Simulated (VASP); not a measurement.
Computed with LDA (Ceperley-Alder, Perdew-Zunger), VASP's LDA PAW potentials (set 64) (plane waves; VASP).

A VASP calculation is set up with these files.

INCAR:
```
PREC  =  Accurate
SYSTEM  =  GaAs
LREAL  =  F
EDIFF  =  1E-6   ! SCF stop (eV)
LWAVE  =  F
EDIFFG  =  -0.02   ! ionic stop
ISIF  =  3   ! ions, shape and volume
ALGO  =  Normal   ! blocked Davidson
NSW  =  40   ! most ionic steps
SIGMA  =  0.05
ENCUT  =  500
LASPH  =  T   ! aspherical one-centre terms
NELM  =  100   ! most electronic steps
ISMEAR  =  0   ! Gaussian
LMAXMIX  =  4
LCHARG  =  F
IBRION  =  2
```

POSCAR:
```
GaAs
1
    0.0000000000     2.8028204692     2.8028204692
    2.8028204692     0.0000000000     2.8028204692
    2.8028204692     2.8028204692     0.0000000000
Ga As
1 1
Direct
  0.0000000000   0.0000000000   0.0000000000
  0.2500000000   0.2500000000   0.2500000000
```

### KPOINTS
```
kpoints
0
Gamma
  8 8 8
0 0 0
```

POTCAR, in this order: Ga_d As (LDA.64 set). Program: vasp_std.

Output of the run:

**OSZICAR**
```
       N       E                     dE             d eps       ncg     rms          rms(c)
DAV:   1     0.767947081294E+02    0.76795E+02   -0.90966E+03   778   0.185E+03
DAV:   2    -0.402820521063E+01   -0.80823E+02   -0.78266E+02   829   0.314E+02
DAV:   3    -0.977711724287E+01   -0.57489E+01   -0.56701E+01   959   0.728E+01
DAV:   4    -0.987099810181E+01   -0.93881E-01   -0.93839E-01   866   0.102E+01
DAV:   5    -0.987277315748E+01   -0.17751E-02   -0.17749E-02   927   0.121E+00    0.308E+00
DAV:   6    -0.968351526176E+01    0.18926E+00   -0.27026E-01  1171   0.103E+01    0.181E+00
DAV:   7    -0.964004953951E+01    0.43466E-01   -0.78939E-02   954   0.231E+00    0.522E-01
DAV:   8    -0.963691633773E+01    0.31332E-02   -0.97248E-03   889   0.132E+00    0.109E-01
DAV:   9    -0.963688251580E+01    0.33822E-04   -0.78204E-04   927   0.354E-01    0.439E-02
DAV:  10    -0.963688544815E+01   -0.29324E-05   -0.43069E-05  1079   0.871E-02    0.232E-02
DAV:  11    -0.963689023121E+01   -0.47831E-05   -0.71360E-06   859   0.448E-02    0.203E-03
DAV:  12    -0.963689009921E+01    0.13200E-06   -0.46739E-07   487   0.115E-02
   1 F= -.96368901E+01 E0= -.96368901E+01  d E =-.963689E+01
       N       E                     dE             d eps       ncg     rms          rms(c)
DAV:   1    -0.963906531899E+01   -0.21751E-02   -0.28415E-02   974   0.350E+00    0.263E-01
DAV:   2    -0.963740785867E+01    0.16575E-02   -0.30482E-03   939   0.133E+00    0.120E-01
DAV:   3    -0.963699097591E+01    0.41688E-03   -0.50377E-04   989   0.467E-01    0.266E-02
DAV:   4    -0.963695157776E+01    0.39398E-04   -0.45041E-05   892   0.105E-01    0.910E-03
DAV:   5    -0.963694577644E+01    0.58013E-05   -0.30714E-06   771   0.263E-02    0.238E-03
DAV:   6    -0.963694560952E+01    0.16692E-06   -0.27985E-07   387   0.881E-03
   2 F= -.96369456E+01 E0= -.96369456E+01  d E =-.555103E-04
```

OUTCAR:
```
------------------------ aborting loop because EDIFF is reached ----------------------------------------
  FORCE on cell =-STRESS in cart. coord.  units (eV):
  Direction    XX          YY          ZZ          XY          YZ          ZX
  --------------------------------------------------------------------------------------
  Total       -0.0327905     -0.0327905     -0.0327905      0.0000000      0.0000000      0.0000000
  in kB       -1.1886362     -1.1886362     -1.1886362      0.0000000      0.0000000      0.0000000
  external PRESSURE =      -1.1886362 kB  Pullay stress =       0.0000000 kB
  volume of cell :       44.20
      direct lattice vectors                 reciprocal lattice vectors
    -0.000000000  2.806251390  2.806251390    -0.178173631  0.178173631  0.178173631
     2.806251390 -0.000000000  2.806251390     0.178173631 -0.178173631  0.178173631
     2.806251390  2.806251390  0.000000000     0.178173631  0.178173631 -0.178173631
  FREE ENERGIE OF THE ION-ELECTRON SYSTEM (eV)
  ---------------------------------------------------
  free  energy   TOTEN  =        -9.6369456095 eV

  energy  without entropy=       -9.6369456095  energy(sigma->0) =       -9.63694561

 reached required accuracy - stopping structural energy minimisation
```
(Selected blocks of OUTCAR.)

**CONTCAR**
```
GaAs
   1.00000000000000
    -0.0000000000000000    2.8062513895104004    2.8062513895104004
     2.8062513895104004   -0.0000000000000000    2.8062513895104004
     2.8062513895104004    2.8062513895104004    0.0000000000000000
  Ga              As
     1     1
Direct
     1.0000000000000000    1.0000000000000000    1.0000000000000000
     0.2500000000000000    0.2500000000000000    0.2500000000000000
```

The compound is GaAs in the zinc blende structure. This run relaxes it. Symmetry was kept, so distortions that lower it aren't found.
